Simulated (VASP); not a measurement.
Consider the following.

```yaml
crystal:
  lattice:
    - [0.00000, 2.71612, 2.71612]
    - [2.71612, 0.00000, 2.71612]
    - [2.71612, 2.71612, 0.00000]
  atoms:
    - { symbol: Li, position: [0.00000, 0.00000, 0.00000] }
    - { symbol: Br, position: [0.50000, 0.50000, 0.50000] }
```

Method: PBE GGA with D4 dispersion, VASP's PBE PAW potentials (set 64) (plane waves; VASP). Settings: 520 eV cut-off, 8×8×8 Γ-centred mesh, Gaussian smearing of 0.050 eV, potentials Li_sv Br.

Task: Estimate the energy per atom (σ→0), band gap (on the k-mesh) with the smallest direct gap where there is one.

Result: 
```yaml
band gap (on the k-mesh): 5.12 eV
smallest direct gap (on the k-mesh): 5.12 eV
energy per atom (σ→0): -3.470 eV/atom
```

The compound is LiBr in the rock salt structure. It was relaxed first.
